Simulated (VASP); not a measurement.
Consider the following.

```yaml
crystal:
  lattice:
    - [4.10088, 0.00000, 0.00000]
    - [-2.05044, 3.55146, 0.00000]
    - [0.00000, 0.00000, 3.92255]
  atoms:
    - { symbol: Ca, position: [0.00000, 0.00000, 0.00000] }
    - { symbol: Si, position: [0.33333, 0.66667, 0.50000] }
    - { symbol: Cu, position: [0.66667, 0.33333, 0.50000] }
```

All values below come from PBEsol GGA, VASP's PBE PAW potentials (set 64) (plane waves; VASP 6.6.1). Settings: 400 eV cut-off, 10×10×9 Γ-centred mesh, tetrahedra with Blöchl corrections, potentials Ca_sv Si Cu.

Task: Predict the energy per atom (σ→0), band gap (on the k-mesh) with the smallest direct gap where there is one.

Result: 
```
Quantity                                                     Value
------------------------  ----------------------------------------
band gap (on the k-mesh)  none (metal, semimetal or under 0.01 eV)
energy per atom (σ→0)                               -4.459 eV/atom
```

Total energies compare only between runs with the same potentials, cut-off and functional.

The structure comes from a computed database's CaCuSi entry (P-6m2); how it stands against other phases isn't given here. It was relaxed first. The electron count is odd and the run is not spin-polarised, which forces a metal.
